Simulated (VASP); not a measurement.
# Sc: accuracy against cost in the k-mesh and SCF threshold

A convergence test on Sc: the k-mesh and SCF threshold. The series runs use PBEsol. The k-mesh tried: 2 2 1; 3 3 2; 4 4 2; 5 5 3; 7 7 4; 9 9 5; 11 11 6; 14 14 8. The SCF threshold tried: EDIFF = 0.01; EDIFF = 0.001; EDIFF = 1E-04; EDIFF = 1E-05; EDIFF = 1E-06; EDIFF = 1E-08. The start is a cell from a database of measured crystal structures.

Main program and level: VASP 6.6.1; PBEsol; plane waves and PAW (Sc_sv).

## 1. The structure

The structure is hexagonal, space group P6_3/mmc (No. 194). The conventional cell has a = 3.309 Å, b = 3.309 Å, c = 5.273 Å, α = 90.00°, β = 90.00°, γ = 120.00°. Nearest to Sc lie 12 Sc at 3.26 to 3.31 Å.

Structure file:

```
Sc
1.0
     3.30900    0.00000    0.00000
    -1.65450    2.86568    0.00000
     0.00000    0.00000    5.27330
Sc
2
Direct
  0.33333 0.66667 0.25000
  0.66667 0.33333 0.75000
```

## 2. K-mesh: 2 2 1

The sum over the zone converges with the mesh, fast for insulators and slowly for metals. PBEsol restores the gradient expansion of exchange and is tuned for the cells of solids.

INCAR reads:

```
SYSTEM = Sc
PREC = Accurate
ENCUT = 400
EDIFF = 1E-06
NELM = 100
ISMEAR = -1
SIGMA = 0.05
LREAL = .FALSE.
ALGO = Normal
GGA = PS
NBANDS = 17
LASPH = .TRUE.
LORBIT = 11
LWAVE = .FALSE.
LCHARG = .FALSE.
NCORE = 2
ISIF = 2
```

POSCAR reads:

```
Sc
1.0
    3.3090000000      0.0000000000      0.0000000000
   -1.6545000000      2.8656780611      0.0000000000
    0.0000000000      0.0000000000      5.2733000000
Sc
2
Direct
    0.3333333333      0.6666666667      0.2500000000
    0.6666666667      0.3333333333      0.7500000000
```

KPOINTS reads:

```
Automatic mesh
0
Gamma
2 2 1
0 0 0
```

PAW data sets: Sc_sv (PBE family, release 64).

On the command line:

```bash
mpirun -np 2 vasp_std
```

What it wrote:

```text
[banner, memory and clock lines left out]
running    2 mpi-ranks, on    1 nodes
 distrk:  each k-point on    2 cores,    1 groups
 distr:  one band on    2 cores,    1 groups

 POSCAR found type information on POSCAR Sc
 POSCAR found :  1 types and       2 ions
|                                                                             |
|               ----> ADVICE to this user running VASP <----                  |
|                                                                             |
|     You enforced a specific xc type in the INCAR file but a different       |
|     [... a line on the potential file left out ...]
|     I HOPE YOU KNOW WHAT YOU ARE DOING!                                     |
|                                                                             |

 LDA part: xc-table for (Slater+PW92), standard interpolation
 POSCAR, INCAR and KPOINTS ok, starting setup
 FFT: planning ... GRIDC
 FFT: planning ... GRID_SOFT
 FFT: planning ... GRID
 WAVECAR not read
 entering main loop
       N       E                     dE             d eps       ncg     rms          rms(c)
DAV:   1     0.274239301416E+03    0.27424E+03   -0.99252E+03    76   0.112E+03
DAV:   2    -0.618300372592E+01   -0.28042E+03   -0.27900E+03    76   0.537E+02
DAV:   3    -0.151784992202E+02   -0.89955E+01   -0.87946E+01   103   0.105E+02
DAV:   4    -0.153788603812E+02   -0.20036E+00   -0.20001E+00   112   0.983E+00
DAV:   5    -0.153808828465E+02   -0.20225E-02   -0.20224E-02   112   0.140E+00    0.869E+00
DAV:   6    -0.140387504259E+02    0.13421E+01   -0.33042E+00    96   0.206E+01    0.247E+00
DAV:   7    -0.138941014176E+02    0.14465E+00   -0.74184E-01    96   0.860E+00    0.772E-01
DAV:   8    -0.138855060732E+02    0.85953E-02   -0.40761E-02   103   0.261E+00    0.338E-01
DAV:   9    -0.138832380541E+02    0.22680E-02   -0.15677E-02    96   0.117E+00    0.461E-02
DAV:  10    -0.138831975701E+02    0.40484E-04   -0.27873E-04   119   0.193E-01    0.121E-02
DAV:  11    -0.138831956276E+02    0.19425E-05   -0.20331E-05   104   0.427E-02    0.413E-03
DAV:  12    -0.138831963097E+02   -0.68207E-06   -0.29394E-06    87   0.173E-02
   1 F= -.13883196E+02 E0= -.13858979E+02  d E =-.484341E-01
```

Run time: 1.8 s. Hardware: 2 MPI ranks of Intel Xeon 6975P-C (Granite Rapids), shared host; peak memory 0.22 GiB.

Lines that name or quote the potential files are left out of all logs, and their timing lines are given in words.

Parts of OUTCAR (step 2):

```text
ion  position               nearest neighbor table
   1  0.333  0.667  0.250-   2 3.26   2 3.26   2 3.26   2 3.26   2 3.26   2 3.26
   2  0.667  0.333  0.750-   1 3.26   1 3.26   1 3.26   1 3.26   1 3.26   1 3.26

  LATTYP: Found a hexagonal cell.
 ALAT       =     3.3090000000
 C/A-ratio  =     1.5936234512

 Subroutine GETGRP returns: Found 24 space group operations
 (whereof 12 operations were pure point group operations)

The static configuration has the point symmetry D_3d.
 The point group associated with its full space group is D_6h.

 Found      2 irreducible k-points:

   k-points           NKPTS =      2   k-points in BZ     NKDIM =      2   number of bands    NBANDS=     17

   dimension x,y,z NGX =    24 NGY =   24 NGZ =   36
   dimension x,y,z NGXF=    48 NGYF=   48 NGZF=   72

   ENCUT  =  400.0 eV  29.40 Ry    5.42 a.u.   5.40  5.40  8.60*2*pi/ulx,y,z

   NELECT =      22.0000    total number of electrons

 k-points in reciprocal lattice and weights: Automatic mesh
   0.00000000  0.00000000  0.00000000       0.250
   0.50000000  0.00000000  0.00000000       0.750

 average (electrostatic) potential at core
       1 -47.0797       2 -47.0797

 E-fermi :   3.1806

 k-point     1 :       0.0000    0.0000    0.0000
  band No.  band energies     occupation
    ...
      6     -24.1595      2.00000
      7     -24.1012      2.00000
      8     -24.1012      2.00000
      9      -1.6139      2.00000
     10       1.8651      2.00000
     11       3.9047      0.00000
     12       5.2059      0.00000
     13       5.2059      0.00000
     14       5.2440      0.00000
     15       5.6213      0.00000
    ...

 k-point     2 :       0.5000    0.0000    0.0000
  band No.  band energies     occupation
    ...
      8     -24.1450      2.00000
      9       1.9110      2.00000
     10       2.5448      1.99999
     11       2.8392      1.99783
     12       3.2150      0.66884
     13       4.7174      0.00000
     14       4.9440      0.00000
     15       5.3292      0.00000
     16       7.3921      0.00000
     17       7.5658      0.00000

  Total       -2.6992942     -2.6992942     -4.7916628      0.0000000      0.0000000      0.0000000
  in kB      -86.4876623    -86.4876623   -153.5289170      0.0000000      0.0000000      0.0000000
  external PRESSURE =    -108.8347472 kB  Pullay stress =       0.0000000 kB

  energy-cutoff  :      400.00
  volume of cell :       50.00
      direct lattice vectors                 reciprocal lattice vectors
     3.309000000  0.000000000  0.000000000     0.302206105  0.174478776  0.000000000
    -1.654500000  2.865678061  0.000000000     0.000000000  0.348957552  0.000000000
     0.000000000  0.000000000  5.273300000     0.000000000  0.000000000  0.189634574

 POSITION                                       TOTAL-FORCE (eV/Angst)
 -----------------------------------------------------------------------------------
     -0.00000      1.91045      1.31832         0.000000      0.000000      0.000000
      1.65450      0.95523      3.95498        -0.000000     -0.000000      0.000000
 -----------------------------------------------------------------------------------
    total drift:                               -0.000000      0.000000     -0.000000

  FREE ENERGIE OF THE ION-ELECTRON SYSTEM (eV)
  ---------------------------------------------------
  free  energy   TOTEN  =       -13.8831963097 eV

  energy  without entropy=      -13.8347621871  energy(sigma->0) =      -13.85897925

 total charge
# of ion       s       p       d       tot
------------------------------------------
    1        2.265   6.041   1.110   9.416
    2        2.265   6.041   1.110   9.416
--------------------------------------------------
tot          4.530  12.083   2.220  18.833
```

The PAW data sets were made with PBE, which is usual practice but a small mismatch for other functionals.

Numbers from this step:

```
SCF cycles              : 12
electrons               : 22
bands                   : 17
irreducible k-points    : 2
symmetry operations     : 24
free energy (TOTEN)     : -13.88 eV
energy at zero smearing : -13.86 eV
Fermi energy            : 3.181 eV
pressure                : -10.88 GPa
metallic                : yes
```

The series starts at -6.9295 eV an atom and -10.88 GPa, after 12 cycles in 1.8 s.

## 3. K-mesh: 3 3 2

Edit INCAR of step 2 so:

```diff
@@ -15,3 +15,3 @@
 LCHARG = .FALSE.
-NCORE = 2
+KPAR = 2
 ISIF = 2
```

POSCAR is that of step 2.

KPOINTS reads:

```
Automatic mesh
0
Gamma
3 3 2
0 0 0
```

On the command line:

```bash
mpirun -np 2 vasp_std
```

What it wrote:

```text
[banner, memory and clock lines left out]
running    2 mpi-ranks, on    1 nodes
[...]
[... a notice as in an earlier step ...]

 LDA part: xc-table for (Slater+PW92), standard interpolation
 POSCAR, INCAR and KPOINTS ok, starting setup
[...]
entering main loop
       N       E                     dE             d eps       ncg     rms          rms(c)
DAV:   1     0.286971673082E+03    0.28697E+03   -0.99792E+03   220   0.111E+03
DAV:   2    -0.222093637843E+01   -0.28919E+03   -0.28657E+03   244   0.557E+02
DAV:   3    -0.143134575633E+02   -0.12093E+02   -0.11862E+02   308   0.129E+02
DAV:   4    -0.145699328888E+02   -0.25648E+00   -0.25591E+00   319   0.196E+01
[...]
DAV:  10    -0.130443674315E+02   -0.14780E-04   -0.88478E-05   343   0.119E-01    0.551E-03
DAV:  11    -0.130443659595E+02    0.14720E-05   -0.10074E-06   171   0.109E-02    0.155E-03
DAV:  12    -0.130443660355E+02   -0.75981E-07   -0.17484E-07   165   0.831E-03
   1 F= -.13044366E+02 E0= -.13019195E+02  d E =-.503425E-01
```

The job ended after 2.4 s (2 MPI ranks; peak memory 0.26 GiB; 3.8 s of CPU time).

Parts of OUTCAR (step 3):

```text
  Total       -0.6640420     -0.6640420     -1.7371592     -0.0000000     -0.0000000     -0.0000000
  in kB      -21.2764658    -21.2764658    -55.6600441     -0.0000000     -0.0000000     -0.0000000
  external PRESSURE =     -32.7376585 kB  Pullay stress =       0.0000000 kB

 POSITION                                       TOTAL-FORCE (eV/Angst)
 -----------------------------------------------------------------------------------
     -0.00000      1.91045      1.31832         0.000000     -0.000000      0.000000
      1.65450      0.95523      3.95498        -0.000000      0.000000      0.000000
 -----------------------------------------------------------------------------------
    total drift:                               -0.000000      0.000000     -0.000000

  FREE ENERGIE OF THE ION-ELECTRON SYSTEM (eV)
  ---------------------------------------------------
  free  energy   TOTEN  =       -13.0443660355 eV

  energy  without entropy=      -12.9940235384  energy(sigma->0) =      -13.01919479

[... 1 part as in an earlier step ...]

[... 2 further parts left out ...]
[key lines of the parts left out:]
E-fermi :   3.5971
```

Against the run before the energy moves by +419.89 meV an atom and the pressure by +7.61 GPa, after 12 cycles in 2.4 s.

## 4. K-mesh: 4 4 2

INCAR is that of step 3.

POSCAR is that of step 3.

KPOINTS reads:

```
Automatic mesh
0
Gamma
4 4 2
0 0 0
```

On the command line:

```bash
mpirun -np 2 vasp_std
```

What it wrote:

```text
[... set-up lines as in an earlier step ...]
 entering main loop
       N       E                     dE             d eps       ncg     rms          rms(c)
DAV:   1     0.322901973094E+03    0.32290E+03   -0.98879E+03   280   0.112E+03
DAV:   2     0.261126536417E+01   -0.32029E+03   -0.31419E+03   336   0.571E+02
DAV:   3    -0.145843009076E+02   -0.17196E+02   -0.15886E+02   435   0.146E+02
DAV:   4    -0.148631901159E+02   -0.27889E+00   -0.27867E+00   374   0.174E+01
[...]
DAV:  11    -0.132202997886E+02    0.27840E-05   -0.31796E-06   252   0.142E-02    0.188E-03
DAV:  12    -0.132203009960E+02   -0.12074E-05   -0.31172E-07   227   0.815E-03    0.804E-04
DAV:  13    -0.132203010386E+02   -0.42595E-07   -0.83496E-08   218   0.490E-03
   1 F= -.13220301E+02 E0= -.13202298E+02  d E =-.360064E-01
```

Wall time 2.6 s (2 MPI ranks); peak memory 0.26 GiB; 4.1 s of CPU time.

Parts of OUTCAR (step 4):

```text
  Total       -0.7657448     -0.7657448     -0.7919159      0.0000000      0.0000000      0.0000000
  in kB      -24.5351076    -24.5351076    -25.3736517      0.0000000      0.0000000      0.0000000
  external PRESSURE =     -24.8146223 kB  Pullay stress =       0.0000000 kB

 POSITION                                       TOTAL-FORCE (eV/Angst)
 -----------------------------------------------------------------------------------
     -0.00000      1.91045      1.31832        -0.000000     -0.000000      0.000000
      1.65450      0.95523      3.95498         0.000000      0.000000      0.000000
 -----------------------------------------------------------------------------------
    total drift:                               -0.000000      0.000000     -0.000000

  FREE ENERGIE OF THE ION-ELECTRON SYSTEM (eV)
  ---------------------------------------------------
  free  energy   TOTEN  =       -13.2203010386 eV

  energy  without entropy=      -13.1842946203  energy(sigma->0) =      -13.20229783

[... 1 part as in an earlier step ...]

[... 2 further parts left out ...]
[key lines of the parts left out:]
E-fermi :   3.5640
```

Against the run before the energy moves by -91.55 meV an atom and the pressure by +0.79 GPa, after 13 cycles in 2.6 s.

## 5. K-mesh: 5 5 3

INCAR is that of step 4.

POSCAR is that of step 4.

KPOINTS reads:

```
Automatic mesh
0
Gamma
5 5 3
0 0 0
```

On the command line:

```bash
mpirun -np 2 vasp_std
```

What it wrote:

```text
[... set-up lines as in an earlier step ...]
 entering main loop
       N       E                     dE             d eps       ncg     rms          rms(c)
DAV:   1     0.322581585635E+03    0.32258E+03   -0.98619E+03   356   0.112E+03
DAV:   2     0.221908416244E+01   -0.32036E+03   -0.31486E+03   396   0.545E+02
DAV:   3    -0.145626890341E+02   -0.16782E+02   -0.16409E+02   545   0.136E+02
DAV:   4    -0.147780990285E+02   -0.21541E+00   -0.21512E+00   493   0.160E+01
[...]
DAV:  11    -0.131606220647E+02    0.31315E-05   -0.20746E-05   471   0.386E-02    0.385E-03
DAV:  12    -0.131606232960E+02   -0.12313E-05   -0.26256E-06   376   0.168E-02    0.143E-03
DAV:  13    -0.131606227772E+02    0.51876E-06   -0.11728E-07   285   0.631E-03
   1 F= -.13160623E+02 E0= -.13134926E+02  d E =-.513928E-01
```

Wall time 3 s (2 MPI ranks); peak memory 0.26 GiB.

From OUTCAR (step 5):

```text
  Total       -0.6162201     -0.6162201     -1.0655293     -0.0000000      0.0000000     -0.0000000
  in kB      -19.7442131    -19.7442131    -34.1404569     -0.0000000      0.0000000     -0.0000000
  external PRESSURE =     -24.5429610 kB  Pullay stress =       0.0000000 kB

 POSITION                                       TOTAL-FORCE (eV/Angst)
 -----------------------------------------------------------------------------------
     -0.00000      1.91045      1.31832        -0.000000      0.000000      0.000000
      1.65450      0.95523      3.95498         0.000000      0.000000      0.000000
 -----------------------------------------------------------------------------------
    total drift:                               -0.000000      0.000000     -0.000000

  FREE ENERGIE OF THE ION-ELECTRON SYSTEM (eV)
  ---------------------------------------------------
  free  energy   TOTEN  =       -13.1606227772 eV

  energy  without entropy=      -13.1092300076  energy(sigma->0) =      -13.13492639

[... 1 part as in an earlier step ...]

[... 2 further parts left out ...]
[key lines of the parts left out:]
E-fermi :   3.4707
```

Against the run before the energy moves by +33.69 meV an atom and the pressure by +0.03 GPa, after 13 cycles in 3 s.

## 6. K-mesh: 7 7 4

INCAR is that of step 5.

POSCAR is that of step 5.

KPOINTS reads:

```
Automatic mesh
0
Gamma
7 7 4
0 0 0
```

On the command line:

```bash
mpirun -np 2 vasp_std
```

What it wrote:

```text
[... set-up lines as in an earlier step ...]
 entering main loop
       N       E                     dE             d eps       ncg     rms          rms(c)
DAV:   1     0.312652057422E+03    0.31265E+03   -0.99700E+03   832   0.113E+03
DAV:   2     0.320682330442E+01   -0.30945E+03   -0.30399E+03  1056   0.545E+02
DAV:   3    -0.144980443188E+02   -0.17705E+02   -0.17193E+02  1354   0.144E+02
DAV:   4    -0.147866898465E+02   -0.28865E+00   -0.28767E+00  1185   0.178E+01
[...]
DAV:  11    -0.132057145683E+02    0.31863E-05   -0.59265E-06  1082   0.262E-02    0.323E-03
DAV:  12    -0.132057165219E+02   -0.19536E-05   -0.66130E-07   795   0.928E-03    0.719E-04
DAV:  13    -0.132057165755E+02   -0.53604E-07   -0.65557E-08   624   0.435E-03
   1 F= -.13205717E+02 E0= -.13190646E+02  d E =-.301411E-01
```

Wall time 4.6 s (2 MPI ranks); peak memory 0.28 GiB; 8 s of CPU time.

Parts of OUTCAR (step 6):

```text
  Total       -0.7046251     -0.7046251     -1.4242092      0.0000000      0.0000000     -0.0000000
  in kB      -22.5767827    -22.5767827    -45.6328641      0.0000000      0.0000000     -0.0000000
  external PRESSURE =     -30.2621432 kB  Pullay stress =       0.0000000 kB

 POSITION                                       TOTAL-FORCE (eV/Angst)
 -----------------------------------------------------------------------------------
     -0.00000      1.91045      1.31832        -0.000000      0.000000      0.000000
      1.65450      0.95523      3.95498         0.000000     -0.000000      0.000000
 -----------------------------------------------------------------------------------
    total drift:                               -0.000000      0.000000     -0.000000

  FREE ENERGIE OF THE ION-ELECTRON SYSTEM (eV)
  ---------------------------------------------------
  free  energy   TOTEN  =       -13.2057165755 eV

  energy  without entropy=      -13.1755755119  energy(sigma->0) =      -13.19064604

[... 1 part as in an earlier step ...]

[... 2 further parts left out ...]
[key lines of the parts left out:]
E-fermi :   3.4954
```

Against the run before the energy moves by -27.86 meV an atom and the pressure by -0.57 GPa, after 13 cycles in 4.6 s.

## 7. K-mesh: 9 9 5

INCAR is that of step 6.

POSCAR is that of step 6.

KPOINTS reads:

```
Automatic mesh
0
Gamma
9 9 5
0 0 0
```

On the command line:

```bash
mpirun -np 2 vasp_std
```

What it wrote:

```text
[... set-up lines as in an earlier step ...]
 entering main loop
       N       E                     dE             d eps       ncg     rms          rms(c)
DAV:   1     0.324314838806E+03    0.32431E+03   -0.98456E+03  1240   0.113E+03
DAV:   2     0.295192992445E+01   -0.32136E+03   -0.31568E+03  1552   0.558E+02
DAV:   3    -0.145041124019E+02   -0.17456E+02   -0.16996E+02  2037   0.145E+02
DAV:   4    -0.147936756946E+02   -0.28956E+00   -0.28718E+00  1774   0.174E+01
[...]
DAV:  11    -0.131985190038E+02    0.23467E-05   -0.42272E-06  1454   0.183E-02    0.262E-03
DAV:  12    -0.131985203612E+02   -0.13574E-05   -0.98484E-07  1258   0.121E-02    0.955E-04
DAV:  13    -0.131985202007E+02    0.16045E-06   -0.80862E-08   943   0.482E-03
   1 F= -.13198520E+02 E0= -.13180495E+02  d E =-.360510E-01
```

The job ended after 6 s (2 MPI ranks; peak memory 0.29 GiB).

OUTCAR, selected parts (step 7):

```text
  Total       -0.7283671     -0.7283671     -1.2169254      0.0000000      0.0000000     -0.0000000
  in kB      -23.3374947    -23.3374947    -38.9913175      0.0000000      0.0000000     -0.0000000
  external PRESSURE =     -28.5554356 kB  Pullay stress =       0.0000000 kB

  FREE ENERGIE OF THE ION-ELECTRON SYSTEM (eV)
  ---------------------------------------------------
  free  energy   TOTEN  =       -13.1985202007 eV

  energy  without entropy=      -13.1624691629  energy(sigma->0) =      -13.18049468

[... 2 parts as in an earlier step ...]

[... 2 further parts left out ...]
[key lines of the parts left out:]
E-fermi :   3.4947
```

Against the run before the energy moves by +5.08 meV an atom and the pressure by +0.17 GPa, after 13 cycles in 6 s.

(Continued in part 2 of 2.)

[Lines on the potential files, build, host, timing and source positions are cut from VASP's logs without a mark.]

[Logs are printed without paths, hosts, clocks, repeated set-up lines and the standing remarks that a program may print on its own settings, such as how far it seeks lower states.]

[Hosts, paths, dates, database ids (printed as entryN), source tags and the programs' standing remarks are cut or masked in the printed files.]

[A measured line is paired with the nearest computed mode of its activity, which favours agreement.]
